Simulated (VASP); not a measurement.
CsPbCl3 (cubic perovskite), at 0.96 of the tabulated volume:

```
CELL_PARAMETERS angstrom
      5.53418     0.00000     0.00000
      0.00000     5.53418     0.00000
      0.00000     0.00000     5.53418
ATOMIC_POSITIONS crystal
  Cs 0.00000 0.00000 0.00000
  Pb 0.50000 0.50000 0.50000
  Cl 0.50000 0.00000 0.50000
  Cl 0.00000 0.50000 0.50000
  Cl 0.50000 0.50000 0.00000
```

The lowest empty band near R, direction [111], from PBE with spin-orbit coupling in VASP (PAW); its two spin partners are averaged. The gap over the points computed is 0.69 eV, and the next band on that side lies 1.48 eV away at the edge.

Numerical set-up: 400 eV cut-off, 5×5×5 Γ-centred mesh, Gaussian smearing of 0.050 eV, potentials Cs_sv Pb_d Cl.

```json
[
 {"distance from the edge in k (1/Å)": "0.012", "distance in energy (meV)": "3.9"},
 {"distance from the edge in k (1/Å)": "0.018", "distance in energy (meV)": "8.7"},
 {"distance from the edge in k (1/Å)": "0.025", "distance in energy (meV)": "16.7"},
 {"distance from the edge in k (1/Å)": "0.035", "distance in energy (meV)": "32.0"},
 {"distance from the edge in k (1/Å)": "0.050", "distance in energy (meV)": "62.9"},
 {"distance from the edge in k (1/Å)": "0.070", "distance in energy (meV)": "115.8"}
]
```

Fit E(1 + αE) = ħ²k²/2m* (ħ²/2m0 = 3.810 eV Å²) and predict the row at 0.095 1/Å.

Least squares on the energies gives the electron mass m* = 0.140 m0 and α = 1.32 per eV, and so 195.5 meV. The run gave 196.3 meV, +0.8 meV from the fit.

Left out are points under 3 meV from the edge, since the levels carry 0.1 meV, and points farther than half the way to the next band.

The compound is CsPbCl3 in the cubic perovskite structure, the ideal cubic form; the compound distorts at low or room temperature. The cell was not relaxed at this level.
